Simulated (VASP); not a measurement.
Input:

```xyz
2
Lattice="0.0000 2.8628 2.8628 2.8628 0.0000 2.8628 2.8628 2.8628 0.0000" Properties=species:S:1:pos:R:3 pbc="T T T"
Zn     0.0000     2.8628     2.8628
Se     1.4314     1.4314     1.4314
```

The numbers are results of optB88-vdW, VASP's PBE PAW potentials (set 64) (plane waves; VASP 6.6.1), not measurements. Settings: 520 eV cut-off, 9×9×9 Γ-centred mesh, tetrahedra with Blöchl corrections, potentials Zn Se.

Task: Predict the energy per atom (σ→0), band gap (on the k-mesh) with the smallest direct gap where there is one.

Result: 
band gap (on the k-mesh): 1.06 eV
smallest direct gap (on the k-mesh): 1.06 eV
energy per atom (σ→0): -0.606 eV/atom

The absolute energy has meaning only against runs of the same code, potentials and settings.

The compound is ZnSe in the zinc blende structure. It was relaxed first.
